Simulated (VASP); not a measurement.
Here is the system:

```yaml
crystal:
  lattice:
    - [11.52221, 0.00000, 0.00000]
    - [0.00000, 11.52221, 0.00000]
    - [0.00000, 0.00000, 11.52221]
  atoms:
    - { symbol: Ga, position: [0.49896, 0.99919, 0.99929] }
    - { symbol: Ga, position: [0.75103, 0.25102, 0.99943] }
    - { symbol: Ga, position: [0.75091, 0.99913, 0.25102] }
    - { symbol: Ga, position: [0.99918, 0.99943, 0.99929] }
    - { symbol: Ga, position: [0.24868, 0.24857, 0.00007] }
    - { symbol: Ga, position: [0.50119, 0.50092, 0.00043] }
    - { symbol: Ga, position: [0.75046, 0.75054, 0.99944] }
    - { symbol: Ga, position: [0.24838, 0.99901, 0.24867] }
    - { symbol: Ga, position: [0.50353, 0.24471, 0.24670] }
    - { symbol: Ga, position: [0.74986, 0.50107, 0.24890] }
    - { symbol: Ga, position: [0.50126, 0.99897, 0.50147] }
    - { symbol: Ga, position: [0.75009, 0.24865, 0.50151] }
    - { symbol: Ga, position: [0.75042, 0.99944, 0.75054] }
    - { symbol: Ga, position: [0.99871, 0.49878, 0.99926] }
    - { symbol: Ga, position: [0.25114, 0.75090, 0.99887] }
    - { symbol: Ga, position: [0.99985, 0.24857, 0.24895] }
    - { symbol: Ga, position: [0.24468, 0.50478, 0.24517] }
    - { symbol: Ga, position: [0.50143, 0.75001, 0.24875] }
    - { symbol: Ga, position: [0.99906, 0.99922, 0.49911] }
    - { symbol: Ga, position: [0.24676, 0.24537, 0.50409] }
    - { symbol: Ga, position: [0.50507, 0.50491, 0.50575] }
    - { symbol: Ga, position: [0.75156, 0.75116, 0.49893] }
    - { symbol: Ga, position: [0.25083, 0.99905, 0.75122] }
    - { symbol: Ga, position: [0.50145, 0.24862, 0.75067] }
    - { symbol: Ga, position: [0.75119, 0.49884, 0.75159] }
    - { symbol: Ga, position: [0.99843, 0.75086, 0.25123] }
    - { symbol: Ga, position: [0.99986, 0.50102, 0.50153] }
    - { symbol: Ga, position: [0.24857, 0.75012, 0.50155] }
    - { symbol: Ga, position: [0.99904, 0.25091, 0.75119] }
    - { symbol: Ga, position: [0.24846, 0.50117, 0.75063] }
    - { symbol: Ga, position: [0.49890, 0.75116, 0.75180] }
    - { symbol: Ga, position: [0.99928, 0.75071, 0.75061] }
    - { symbol: As, position: [0.62725, 0.12282, 0.12290] }
    - { symbol: As, position: [0.87498, 0.37498, 0.12559] }
    - { symbol: As, position: [0.87491, 0.12533, 0.37510] }
    - { symbol: As, position: [0.12425, 0.12415, 0.12439] }
    - { symbol: As, position: [0.37477, 0.37486, 0.12488] }
    - { symbol: As, position: [0.62568, 0.62559, 0.12438] }
    - { symbol: As, position: [0.87480, 0.87506, 0.12489] }
    - { symbol: As, position: [0.37483, 0.12302, 0.37512] }
    - { symbol: As, position: [0.62526, 0.37507, 0.37551] }
    - { symbol: As, position: [0.87498, 0.62435, 0.37507] }
    - { symbol: As, position: [0.62543, 0.12421, 0.62566] }
    - { symbol: As, position: [0.87497, 0.37493, 0.62492] }
    - { symbol: As, position: [0.87478, 0.12492, 0.87501] }
    - { symbol: As, position: [0.12196, 0.62801, 0.12215] }
    - { symbol: As, position: [0.37506, 0.87477, 0.12526] }
    - { symbol: As, position: [0.12458, 0.37487, 0.37515] }
    - { symbol: As, position: [0.37500, 0.62544, 0.37521] }
    - { symbol: As, position: [0.62491, 0.87482, 0.37499] }
    - { symbol: As, position: [0.12285, 0.12285, 0.62738] }
    - { symbol: As, position: [0.37527, 0.37509, 0.62610] }
    - { symbol: As, position: [0.62807, 0.62826, 0.62825] }
    - { symbol: As, position: [0.87513, 0.87523, 0.62517] }
    - { symbol: As, position: [0.37497, 0.12526, 0.87517] }
    - { symbol: As, position: [0.62476, 0.37497, 0.87540] }
    - { symbol: As, position: [0.87509, 0.62518, 0.87516] }
    - { symbol: As, position: [0.12496, 0.87474, 0.37511] }
    - { symbol: As, position: [0.12427, 0.62558, 0.62586] }
    - { symbol: As, position: [0.37490, 0.87483, 0.62510] }
    - { symbol: As, position: [0.12515, 0.37498, 0.87532] }
    - { symbol: As, position: [0.37501, 0.62441, 0.87531] }
    - { symbol: As, position: [0.62515, 0.87527, 0.87531] }
    - { symbol: As, position: [0.12485, 0.87499, 0.87502] }
    - { symbol: Cu, position: [0.37589, 0.37917, 0.37453] }
```
Cell charge +1.

The numbers are results of HSE06 screened hybrid, VASP's PBE PAW potentials (set 64) (plane waves; VASP 6.6.1), not measurements. Numerical set-up: PREC = Normal, LREAL = Auto, ISYM = 0, NELECT = 266.0, EDIFF = 1E-5, 400 eV cut-off, 1×1×1 Γ-centred mesh, Gaussian smearing of 0.050 eV, potentials Ga As Cu.

The cell is charged, with a uniform compensating background. The supercell is sampled at Γ alone, which is coarse: total energies, pressure and levels can be off, energies of defects by several tenths of an eV.

Predict the energy per atom (σ→0).

- energy per atom (σ→0): -4.878 eV/atom

Total energies compare only between runs with the same potentials, cut-off and functional.

The cell is a supercell with a defect, built from GaAs (zinc blende): Cu_i, charge +1. The cell's shape comes from a PBE relaxation. The run is not spin-polarised, so no state with unpaired spins was tried.
